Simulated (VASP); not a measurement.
Data:

```yaml
crystal:
  lattice:
    - [4.57000, 0.00000, 0.00000]
    - [0.00000, 4.57000, 0.00000]
    - [0.00000, 0.00000, 4.57000]
  atoms:
    - { symbol: Cs, position: [0.00000, 0.00000, 0.00000] }
    - { symbol: I, position: [0.50000, 0.50000, 0.50000] }
```
Cell charge -0.02.

These are PBE GGA, VASP's PBE PAW potentials (set 64) (plane waves; VASP) values and carry that method's errors. Run with NELECT = 16.02, 400 eV cut-off, 5×5×5 Γ-centred mesh, Gaussian smearing of 0.050 eV, potentials Cs_sv I.

The cell is charged, with a uniform compensating background. Unless said otherwise, spin-orbit coupling is left out, though it shifts the bands of the heavy elements here.

Predict the energy per atom (σ→0), pressure, band gap (on the k-mesh) with the smallest direct gap where there is one.

| Property | Result |
|---|---|
| band gap (on the k-mesh) | none (metal, semimetal or under 0.01 eV) |
| energy per atom (σ→0) | -2.667 eV/atom |
| pressure | 1.03 GPa |

The compound is CsI in the CsCl type structure. The cell was not relaxed at this level. The run is one of a series of settings (NELECT = 16.02 against the base run), some of them coarse on purpose.
